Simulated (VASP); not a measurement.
Ba, 1 atom in the cell. Symmetry: P4/mmm, No. 123, tetragonal system. Conventional cell: a = 4.120 Å, b = 4.120 Å, c = 3.606 Å, α = 90.00°, β = 90.00°, γ = 90.00°. Ba (site symmetry 4/mmm) has 6 Ba at 3.61 to 4.12 Å as nearest neighbours. This isn't the form of Ba at room conditions, which is bcc. The cell isn't the ideal one: strain +0.030 along x and y, +0.000 along z, atoms carried along.

```yaml
Program: VASP 6.6.1
Task: single point
Functional: PBEsol
Potentials_or_basis: VASP PAW PBE potentials, release 64 (Ba_sv)
Cutoff: 520 eV
k_mesh: 12 × 12 × 14
Occupations: gaussian, width 0.15 eV
Spin: no spin polarisation
Dipole_correction: no
Further_INCAR_settings: ALGO = Fast; EDIFF = 1e-06; NBANDS = 11
```

Potentials or basis: VASP PAW PBE potentials, release 64 (Ba_sv).

Launch:

```sh
$ cat potpaw_PBE.64/Ba_sv/POTCAR > POTCAR
$ mpirun -np 1 vasp_std > vasp.out
```

Hardware: 1 thread of Intel(R) Xeon(R) Platinum 8488C (Sapphire Rapids), on a shared host.

Q: How long does it take, and how much memory?

A: Wall time 52 s on 1 thread of Intel(R) Xeon(R) Platinum 8488C (Sapphire Rapids) (shared host), peak memory 0.27 GiB. Counts: scf iterations 12, k points 224.
